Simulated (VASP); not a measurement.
# K2BrF with PBE: from relaxation to properties, part 2 of 5

What structure does K2BrF take at this level, and what are its properties? The cell is invented: it takes the structure of COD entry 9008651, KCl (space group 225 there), with some of its atoms replaced by other elements, volume scaled by an estimate. It may not be a known or stable phase.

VASP 6.6.1; PBE; plane waves and PAW (Br, K_sv, F); invented cell.

So far, gap on the k-mesh (eV): step 2 (rough relaxation of the start cell) 4.04. The relaxed cell has a = 4.265, c = 21.326 Å (conventional setting).

## 3. Relaxing cell and atoms (PBE)

Properties are meant for the cell that this level of theory prefers, so cell and atoms are relaxed first (ISIF = 3) until forces and stress are small; EDIFFG sets the threshold.

File INCAR:

```
SYSTEM = K2BrF
PREC = Accurate
ENCUT = 520
EDIFF = 1E-06
NELM = 100
ISMEAR = 0
SIGMA = 0.05
LREAL = .FALSE.
ALGO = Normal
GGA = PE
NBANDS = 22
LORBIT = 11
LWAVE = .FALSE.
LCHARG = .FALSE.
KPAR = 2
IBRION = 2
NSW = 60
ISIF = 3
EDIFFG = -0.01
```

File POSCAR:

```
K2BrF
1.0
    2.1324576736      1.2311752990      7.1087864976
   -2.1324576736      1.2311752990      7.1087864976
    0.0000000000     -2.4623495975      7.1087864962
Br K F
1 2 1
Direct
    0.5000000000      0.5000000000      0.5000000000
    0.7343167726      0.7343167726      0.7343167725
    0.2656832274      0.2656832274      0.2656832275
    0.0000000000      0.0000000000      0.0000000000
```

File KPOINTS:

```
Automatic mesh
0
Gamma
7 7 7
0 0 0
```

PAW data sets: Br, K_sv and F (PBE family, release 64).

The run is started by

```bash
> mpirun -np 2 vasp_std
```

What it wrote:

```text
[... set-up lines as in an earlier step ...]
 entering main loop
       N       E                     dE             d eps       ncg     rms          rms(c)
DAV:   1     0.236185399869E+03    0.23619E+03   -0.14564E+04  1936   0.129E+03
DAV:   2     0.146838450611E+01   -0.23472E+03   -0.22309E+03  2452   0.346E+02
DAV:   3    -0.154786469433E+02   -0.16947E+02   -0.16873E+02  3162   0.803E+01
DAV:   4    -0.158349111484E+02   -0.35626E+00   -0.35545E+00  2742   0.113E+01
DAV:   5    -0.158479438720E+02   -0.13033E-01   -0.13032E-01  2834   0.156E+00    0.700E+00
DAV:   6    -0.143161063670E+02    0.15318E+01   -0.58264E+00  2290   0.112E+01    0.391E+00
DAV:   7    -0.142632589523E+02    0.52847E-01   -0.29602E-01  2718   0.286E+00    0.265E+00
DAV:   8    -0.142524743774E+02    0.10785E-01   -0.11306E-01  2302   0.246E+00    0.305E-01
DAV:   9    -0.142561224959E+02   -0.36481E-02   -0.15896E-02  2762   0.689E-01    0.165E-01
DAV:  10    -0.142574068889E+02   -0.12844E-02   -0.19849E-03  2382   0.303E-01    0.841E-02
DAV:  11    -0.142581262002E+02   -0.71931E-03   -0.10728E-03  2242   0.197E-01    0.228E-02
DAV:  12    -0.142581242220E+02    0.19782E-05   -0.57944E-05  2442   0.442E-02    0.108E-02
DAV:  13    -0.142581287473E+02   -0.45252E-05   -0.73609E-06  2364   0.193E-02    0.468E-03
DAV:  14    -0.142581290483E+02   -0.30100E-06   -0.33944E-06  2052   0.118E-02
   1 F= -.14258129E+02 E0= -.14258129E+02  d E =-.142581E+02
 curvature:   0.00 expect dE= 0.000E+00 dE for cont linesearch  0.000E+00
 trial: gam= 0.00000 g(F)=  0.225E-04 g(S)=  0.299E-03 ort = 0.000E+00 (trialstep = 0.100E+01)
 search vector abs. value=  0.322E-03
 bond charge predicted
       N       E                     dE             d eps       ncg     rms          rms(c)
DAV:   1    -0.142603596399E+02   -0.22309E-02   -0.53999E-02  2158   0.185E+00    0.314E-01
DAV:   2    -0.142586888272E+02    0.16708E-02   -0.65020E-03  2368   0.581E-01    0.998E-02
DAV:   3    -0.142584153088E+02    0.27352E-03   -0.49716E-04  2626   0.183E-01    0.639E-02
DAV:   4    -0.142583743167E+02    0.40992E-04   -0.15849E-04  3002   0.727E-02    0.482E-02
DAV:   5    -0.142583854633E+02   -0.11147E-04   -0.17779E-05  3500   0.224E-02    0.874E-03
DAV:   6    -0.142583866604E+02   -0.11971E-05   -0.10779E-05  3102   0.209E-02    0.300E-03
DAV:   7    -0.142583871876E+02   -0.52713E-06   -0.61135E-07  1848   0.496E-03
   2 F= -.14258387E+02 E0= -.14258387E+02  d E =-.258139E-03
[...]
3 F= -.14258555E+02 E0= -.14258555E+02  d E =-.426349E-03
[...]
4 F= -.14258633E+02 E0= -.14258633E+02  d E =-.777189E-04
 ZBRENT: can't locate minimum, use default step
 trial-energy change:   -0.000078  1 .order   -0.000079   -0.000089   -0.000068
 step:   5.2343(harm=  5.6731)  dis= 0.00166  next Energy=   -14.258748 (dE=-0.193E-03)
 bond charge predicted
       N       E                     dE             d eps       ncg     rms          rms(c)
DAV:   1    -0.142604105410E+02   -0.17766E-02   -0.14818E-01  1948   0.277E+00    0.287E-01
DAV:   2    -0.142592272453E+02    0.11833E-02   -0.24047E-03  2428   0.379E-01    0.151E-01
DAV:   3    -0.142587549493E+02    0.47230E-03   -0.55776E-04  2404   0.196E-01    0.576E-02
DAV:   4    -0.142587302218E+02    0.24728E-04   -0.82447E-05  2774   0.626E-02    0.273E-02
DAV:   5    -0.142587288521E+02    0.13698E-05   -0.91635E-06  2734   0.226E-02    0.388E-03
DAV:   6    -0.142587287705E+02    0.81564E-07   -0.71655E-07  1724   0.709E-03
   5 F= -.14258729E+02 E0= -.14258729E+02  d E =-.173373E-03
 curvature:  -3.35 expect dE=-0.666E-05 dE for cont linesearch -0.274E-06
 trial: gam= 0.07761 g(F)=  0.163E-05 g(S)=  0.355E-06 ort =-0.258E-05 (trialstep = 0.209E+01)
 search vector abs. value=  0.208E-05
 reached required accuracy - stopping structural energy minimisation
```

The job ended after 3 min (2 MPI ranks of Intel Xeon 6975P-C (Granite Rapids), shared host; peak memory 1 GiB).

Parts of OUTCAR (step 3):

```text
  LATTYP: Found a trigonal (rhomboedric) cell.
 ALAT       =     7.5231651461
 COS(alpha) =     0.8393097064

The static configuration has the point symmetry D_3d.

 Found     44 irreducible k-points:

   k-points           NKPTS =     44   k-points in BZ     NKDIM =     44   number of bands    NBANDS=     22

   dimension x,y,z NGX =    56 NGY =   56 NGZ =   56
   dimension x,y,z NGXF=   112 NGYF=  112 NGZF=  112

   ENCUT  =  520.0 eV  38.22 Ry    6.18 a.u.  13.99 13.99 13.99*2*pi/ulx,y,z

   NELECT =      32.0000    total number of electrons

 E-fermi :  -1.1415

 k-point     1 :       0.0000    0.0000    0.0000
  band No.  band energies     occupation
    ...
     12      -3.0379      2.00000
     13      -3.0379      2.00000
     14      -2.1816      2.00000
     15      -1.3526      2.00000
     16      -1.3526      2.00000
     17       2.6748      0.00000
     18       5.4685      0.00000
     19       5.9044      0.00000
     20       6.6663      0.00000
     21       6.6663      0.00000
    ...

 k-point     2 :       0.1429    0.0000   -0.0000
  band No.  band energies     occupation
    ...
     12      -3.0630      2.00000
     13      -3.0352      2.00000
     14      -2.1972      2.00000
     15      -1.6656      2.00000
     16      -1.4120      2.00000
     17       3.1059      0.00000
     18       5.7609      0.00000
     19       5.9322      0.00000
     20       6.4027      0.00000
     21       6.9738      0.00000
    ...

  Total        0.0011148      0.0011148     -0.0051906      0.0000000     -0.0000000      0.0000000
  in kB        0.0160336      0.0160336     -0.0746533      0.0000000     -0.0000000      0.0000000
  external PRESSURE =      -0.0141954 kB  Pullay stress =       0.0000000 kB

  energy-cutoff  :      520.00
  volume of cell :      111.40
      direct lattice vectors                 reciprocal lattice vectors
     2.122131202  1.225213308  7.140738206     0.235612199  0.136030772  0.046680508
    -2.122131202  1.225213308  7.140738206    -0.235612199  0.136030772  0.046680508
     0.000000000 -2.450425616  7.140738204     0.000000000 -0.272061544  0.046680527

 POSITION                                       TOTAL-FORCE (eV/Angst)
 -----------------------------------------------------------------------------------
      0.00000      0.00000     10.71111         0.000000      0.000000      0.000000
      0.00000      0.00000     15.73424         0.000000      0.000000      0.004116
      0.00000      0.00000      5.68798         0.000000     -0.000000     -0.004116
     -0.00000      0.00000      0.00000         0.000000      0.000000      0.000000
 -----------------------------------------------------------------------------------
    total drift:                                0.000000      0.000000     -0.000000

  FREE ENERGIE OF THE ION-ELECTRON SYSTEM (eV)
  ---------------------------------------------------
  free  energy   TOTEN  =       -14.2587287705 eV

  energy  without entropy=      -14.2587287705  energy(sigma->0) =      -14.25872877

 total charge
# of ion       s       p       d       tot
------------------------------------------
    1        1.600   3.314   0.001   4.915
    2        1.957   5.581   0.025   7.564
    3        1.957   5.581   0.025   7.564
    4        1.729   4.327   0.000   6.056
--------------------------------------------------
tot          7.243  18.804   0.052  26.099

[... 2 parts as in an earlier step ...]

[... 7 further parts left out ...]
```

CONTCAR:

```
K2BrF
   1.00000000000000
     2.1221312016343803    1.2252133081699363    7.1407382057203543
    -2.1221312016343803    1.2252133081699363    7.1407382057203543
     0.0000000000000000   -2.4504256162429199    7.1407382035475431
  Br              K               F
     1     2     1
Direct
     0.5000000000000000    0.5000000000000000    0.5000000000000000
     0.7344822843477736    0.7344822843477736    0.7344822842476847
     0.2655177156522263    0.2655177156522263    0.2655177157523152
     0.0000000000000000    0.0000000000000000    0.0000000000000000
```

Relaxation path:

| step | energy less that of the first step (eV) | largest force (eV/Å) | pressure (GPa) | volume (Å³) |
| --- | --- | --- | --- | --- |
| 1 | 0.0000 | 0.0153 | -0.11 | 111.98 |
| 2 | -0.0003 | 0.0106 | -0.05 | 111.68 |
| 3 | -0.0004 | 0.0036 | 0.03 | 111.20 |
| 4 | -0.0005 | 0.0033 | 0.03 | 111.25 |
| 5 | -0.0006 | 0.0041 | 0.00 | 111.40 |

| conventional cell, symmetrised | before | after | change |
| --- | --- | --- | --- |
| a (Å) | 4.265 | 4.244 | -0.5 % |
| b (Å) | 4.265 | 4.244 | -0.5 % |
| c (Å) | 21.326 | 21.422 | +0.4 % |
| volume (Å³/atom) | 28.00 | 27.85 | -0.5 % |

Final coordinates:

```
Br K F
1.0
     2.12213    1.22521    7.14074
    -2.12213    1.22521    7.14074
     0.00000   -2.45043    7.14074
Br K F
1 2 1
Direct
  0.50000 0.50000 0.50000
  0.73448 0.73448 0.73448
  0.26552 0.26552 0.26552
  0.00000 0.00000 0.00000
```

Numbers from this step:

| Quantity | Value |
| --- | --- |
| irreducible k-points | 44 |
| Fermi energy | -1.141 eV |
| pressure | -0.001420 GPa |
| SCF cycles over all ionic steps | 39 |
| gap on the k-mesh | 4.027 eV |
| least direct gap on the k-mesh | 4.027 eV |

It ends with a largest force of 0.004 eV/Å and a pressure of 0.00 GPa.

## 4. Density, ELF and potential (PBE)

A single point on the relaxed cell gives a clean self-consistent state, with density, ELF and potential written out.

INCAR, as its differences from that of step 3:

```diff
@@ -13,7 +13,5 @@
 LWAVE = .FALSE.
-LCHARG = .FALSE.
-KPAR = 2
-IBRION = 2
-NSW = 60
-ISIF = 3
-EDIFFG = -0.01
+LCHARG = .TRUE.
+ISIF = 2
+LELF = .TRUE.
+LVHAR = .TRUE.
```

File POSCAR:

```
K2BrF
1.0
    2.1221312016      1.2252133082      7.1407382057
   -2.1221312016      1.2252133082      7.1407382057
    0.0000000000     -2.4504256162      7.1407382035
Br K F
1 2 1
Direct
    0.5000000000      0.5000000000      0.5000000000
    0.7344822843      0.7344822843      0.7344822842
    0.2655177157      0.2655177157      0.2655177158
    0.0000000000      0.0000000000      0.0000000000
```

KPOINTS is that of step 3.

The run is started by

```bash
> mpirun -np 2 vasp_std
```

What it wrote:

```text
[banner, memory and clock lines left out]
running    2 mpi-ranks, on    1 nodes
 distrk:  each k-point on    2 cores,    1 groups
 distr:  one band on    1 cores,    2 groups

 POSCAR found type information on POSCAR BrK F
 POSCAR found :  3 types and       4 ions
 LDA part: xc-table for (Slater+PW92), standard interpolation
 POSCAR, INCAR and KPOINTS ok, starting setup
 FFT: planning ... GRIDC
 FFT: planning ... GRID_SOFT
 FFT: planning ... GRID
 WAVECAR not read
 entering main loop
       N       E                     dE             d eps       ncg     rms          rms(c)
DAV:   1     0.236018030333E+03    0.23602E+03   -0.14518E+04  1936   0.129E+03
DAV:   2     0.117064700186E+01   -0.23485E+03   -0.22374E+03  2442   0.347E+02
DAV:   3    -0.154845906469E+02   -0.16655E+02   -0.16583E+02  3158   0.788E+01
DAV:   4    -0.158332928984E+02   -0.34870E+00   -0.34792E+00  2716   0.112E+01
DAV:   5    -0.158436227913E+02   -0.10330E-01   -0.10329E-01  2792   0.144E+00    0.701E+00
DAV:   6    -0.143143628564E+02    0.15293E+01   -0.58207E+00  2290   0.113E+01    0.394E+00
DAV:   7    -0.142630798707E+02    0.51283E-01   -0.29864E-01  2760   0.286E+00    0.267E+00
DAV:   8    -0.142528917371E+02    0.10188E-01   -0.11366E-01  2302   0.247E+00    0.306E-01
DAV:   9    -0.142564646142E+02   -0.35729E-02   -0.16163E-02  2770   0.694E-01    0.165E-01
DAV:  10    -0.142577394435E+02   -0.12748E-02   -0.19705E-03  2332   0.302E-01    0.839E-02
DAV:  11    -0.142584701483E+02   -0.73070E-03   -0.10720E-03  2236   0.197E-01    0.223E-02
DAV:  12    -0.142584688215E+02    0.13268E-05   -0.55274E-05  2456   0.433E-02    0.110E-02
DAV:  13    -0.142584735054E+02   -0.46839E-05   -0.74907E-06  2352   0.194E-02    0.471E-03
DAV:  14    -0.142584737874E+02   -0.28198E-06   -0.35133E-06  2040   0.119E-02
   1 F= -.14258474E+02 E0= -.14258474E+02  d E =-.193095E-11
```

Wall time 55 s (2 MPI ranks); peak memory 0.66 GiB.

Parts of OUTCAR (step 4):

```text
  LATTYP: Found a trigonal (rhomboedric) cell.
 ALAT       =     7.5494854533
 COS(alpha) =     0.8419699229

The static configuration has the point symmetry D_3d.

 Found     44 irreducible k-points:

   ENCUT  =  520.0 eV  38.22 Ry    6.18 a.u.  14.04 14.04 14.04*2*pi/ulx,y,z

   NELECT =      32.0000    total number of electrons

 E-fermi :  -1.1325

 k-point     1 :       0.0000    0.0000    0.0000
  band No.  band energies     occupation
    ...
     12      -3.0373      2.00000
     13      -3.0373      2.00000
     14      -2.1813      2.00000
     15      -1.3524      2.00000
     16      -1.3524      2.00000
     17       2.6747      0.00000
     18       5.4685      0.00000
     19       5.9044      0.00000
     20       6.6662      0.00000
     21       6.6662      0.00000
    ...

 k-point     2 :       0.1429    0.0000    0.0000
  band No.  band energies     occupation
    ...
     12      -3.0624      2.00000
     13      -3.0346      2.00000
     14      -2.1969      2.00000
     15      -1.6654      2.00000
     16      -1.4118      2.00000
     17       3.1058      0.00000
     18       5.7608      0.00000
     19       5.9321      0.00000
     20       6.4026      0.00000
     21       6.9737      0.00000
    ...

  Total       -0.0048734     -0.0048734     -0.0053121      0.0000000     -0.0000000      0.0000000
  in kB       -0.0700918     -0.0700918     -0.0764005      0.0000000     -0.0000000      0.0000000
  external PRESSURE =      -0.0721947 kB  Pullay stress =       0.0000000 kB

  energy-cutoff  :      520.00
  volume of cell :      111.40
      direct lattice vectors                 reciprocal lattice vectors
     2.122131202  1.225213308  7.140738206     0.235612199  0.136030772  0.046680508
    -2.122131202  1.225213308  7.140738206    -0.235612199  0.136030772  0.046680508
     0.000000000 -2.450425616  7.140738203     0.000000000 -0.272061544  0.046680527

 POSITION                                       TOTAL-FORCE (eV/Angst)
 -----------------------------------------------------------------------------------
      0.00000      0.00000     10.71111        -0.000000     -0.000000      0.000000
      0.00000      0.00000     15.73424         0.000000      0.000000      0.004134
      0.00000      0.00000      5.68798         0.000000     -0.000000     -0.004134
      0.00000      0.00000      0.00000         0.000000     -0.000000      0.000000
 -----------------------------------------------------------------------------------
    total drift:                                0.000000      0.000000     -0.000000

  FREE ENERGIE OF THE ION-ELECTRON SYSTEM (eV)
  ---------------------------------------------------
  free  energy   TOTEN  =       -14.2584737874 eV

  energy  without entropy=      -14.2584737874  energy(sigma->0) =      -14.25847379

 total charge
# of ion       s       p       d       tot
------------------------------------------
    1        1.600   3.314   0.001   4.915
    2        1.957   5.581   0.025   7.564
    3        1.957   5.581   0.025   7.564
    4        1.729   4.327   0.000   6.057
--------------------------------------------------
tot          7.243  18.804   0.052  26.099

[... 3 parts as in an earlier step ...]

[... 7 further parts left out ...]
```

Numbers from this step:

| Quantity | Value |
| --- | --- |
| SCF cycles | 14 |
| Fermi energy | -1.133 eV |
| pressure | -0.007219 GPa |

Valence electrons inside each PAW sphere by angular momentum. Sphere charges, by row:

| atom | s (e) | p (e) | d (e) | tot (e) |
| --- | --- | --- | --- | --- |
| Br1 | 1.6 | 3.314 | 0.001 | 4.915 |
| K2 | 1.957 | 5.581 | 0.025 | 7.564 |
| K3 | 1.957 | 5.581 | 0.025 | 7.564 |
| F4 | 1.729 | 4.327 | 0 | 6.057 |

Electrostatic potential energy in the ac plane of the conventional cell at fractional y = 0.000, with atoms of Br and K and F within 0.2 Å of it. With pseudopotentials it is smooth inside the atoms' cores, unlike the true potential.

Ten even steps from '0' (-26 eV) to '9' (6 eV), each cell a mean:
```
35999988999974
99999888889999
99999999999999
99999999999999
99999999999999
55688999998765
23568999987643
77889999999877
99999999999999
99999888889999
78999999999988
00279999998400
01379999998620
99999988999999
99999888889999
99999999999999
66789999998876
23568999987642
66789999998876
99999999999999
99999999999999
99999988999999
99999888889999
13899998999962
```
Columns run along a (4.2 Å; values clipped at the 3rd and 97th percentile), rows up along c (21.4 Å), edges of the conventional cell, whose origin can differ from the input's. Atoms in or near the plane, at fractional coordinates: Br at (0.00, 0.50), K at (0.00, 0.73), K at (0.00, 0.27), F at (0.00, 0.00).

ELF in the ac plane of the conventional cell at fractional y = 0.000, with atoms of Br and K and F within 0.2 Å of it. It is the smooth field of the valence electrons, not physical close to the nuclei.

Values, 24 rows by 14 columns, each cell a mean:
```
0.72 0.74 0.63 0.37 0.11 0.03 0.06 0.07 0.04 0.05 0.21 0.50 0.70 0.74
0.23 0.18 0.09 0.03 0.03 0.11 0.23 0.26 0.17 0.06 0.02 0.05 0.13 0.21
0.01 0.01 0.02 0.06 0.09 0.12 0.14 0.15 0.13 0.11 0.08 0.04 0.02 0.01
0.01 0.02 0.10 0.31 0.53 0.66 0.72 0.73 0.70 0.61 0.44 0.20 0.05 0.01
0.10 0.07 0.06 0.18 0.41 0.62 0.72 0.74 0.69 0.54 0.30 0.11 0.06 0.08
0.70 0.70 0.58 0.31 0.09 0.10 0.21 0.25 0.16 0.08 0.17 0.45 0.66 0.70
0.55 0.73 0.81 0.62 0.19 0.02 0.03 0.03 0.02 0.06 0.38 0.75 0.80 0.63
0.55 0.48 0.31 0.11 0.04 0.11 0.22 0.25 0.17 0.07 0.06 0.19 0.40 0.52
0.01 0.01 0.01 0.01 0.03 0.06 0.08 0.08 0.07 0.05 0.02 0.01 0.01 0.01
0.17 0.12 0.05 0.02 0.03 0.09 0.18 0.21 0.14 0.06 0.02 0.03 0.08 0.15
0.76 0.72 0.60 0.40 0.19 0.06 0.06 0.07 0.05 0.10 0.28 0.50 0.67 0.74
0.65 0.79 0.86 0.84 0.71 0.38 0.07 0.03 0.18 0.56 0.79 0.86 0.84 0.72
0.74 0.82 0.86 0.81 0.65 0.32 0.06 0.02 0.15 0.48 0.74 0.84 0.85 0.78
0.68 0.62 0.48 0.28 0.11 0.06 0.09 0.11 0.07 0.06 0.18 0.37 0.56 0.66
0.09 0.06 0.02 0.01 0.03 0.08 0.15 0.17 0.12 0.05 0.02 0.01 0.04 0.08
0.04 0.03 0.01 0.02 0.04 0.08 0.11 0.12 0.10 0.06 0.03 0.01 0.02 0.04
0.66 0.61 0.44 0.19 0.05 0.09 0.19 0.22 0.14 0.05 0.09 0.31 0.54 0.65
0.52 0.72 0.82 0.65 0.20 0.02 0.02 0.02 0.01 0.06 0.41 0.77 0.80 0.62
0.64 0.59 0.44 0.21 0.09 0.18 0.32 0.36 0.26 0.13 0.12 0.32 0.53 0.63
0.04 0.03 0.07 0.24 0.49 0.68 0.76 0.77 0.73 0.61 0.38 0.14 0.04 0.03
0.01 0.02 0.09 0.27 0.46 0.58 0.63 0.64 0.61 0.54 0.38 0.17 0.05 0.01
0.01 0.01 0.02 0.03 0.05 0.08 0.10 0.11 0.09 0.06 0.04 0.02 0.01 0.01
0.35 0.29 0.16 0.05 0.03 0.10 0.23 0.27 0.17 0.06 0.03 0.09 0.23 0.33
0.70 0.77 0.71 0.45 0.15 0.03 0.03 0.04 0.02 0.06 0.28 0.59 0.76 0.75
```
Columns run along a (4.2 Å), rows up along c (21.4 Å), edges of the conventional cell, whose origin can differ from the input's. Atoms in or near the plane, at fractional coordinates: Br at (0.00, 0.50), K at (0.00, 0.73), K at (0.00, 0.27), F at (0.00, 0.00).

Valence density in the ac plane of the conventional cell at fractional y = 0.000, with atoms of Br and K and F within 0.2 Å of it. It is the smooth field of the valence electrons, not physical close to the nuclei.

Ten steps, logarithmic in the rise over the least value, from '0' (0.01 × 1e0 e/Å³) to '9' (6.88 × 1e0 e/Å³), each cell a mean:
```
97521000001368
11000111110001
00000111110000
00011233221000
10011222221100
76521000001357
88641000002578
44210111101134
00000111100000
00000111110000
33221000011233
45542100123555
55542100013455
32211011101122
00000111110000
00000111100000
55311011101245
88641000012578
65421111111346
00011223221000
00011222221000
00000111110000
21100111110012
98531000002479
```
Columns run along a (4.2 Å), rows up along c (21.4 Å), edges of the conventional cell, whose origin can differ from the input's. Atoms in or near the plane, at fractional coordinates: Br at (0.00, 0.50), K at (0.00, 0.73), K at (0.00, 0.27), F at (0.00, 0.00).

In this run the pressure is -0.01 GPa, small enough to go on; single stress components reach 0.01 GPa.

(Part 2 of 5 ends here.)

[Lines on the potential files, build, host, timing and source positions are cut from VASP's logs without a mark.]

[Logs are printed without paths, hosts, clocks, repeated set-up lines and the standing remarks that a program may print on its own settings, such as how far it seeks lower states.]

[Hosts, paths, dates, database ids (printed as entryN), source tags and the programs' standing remarks are cut or masked in the printed files.]

[A measured line is paired with the nearest computed mode of its activity, which favours agreement.]

[In band tables of VASP the shares of atoms and orbitals are scaled to a sum of 1 inside the atoms' spheres.]
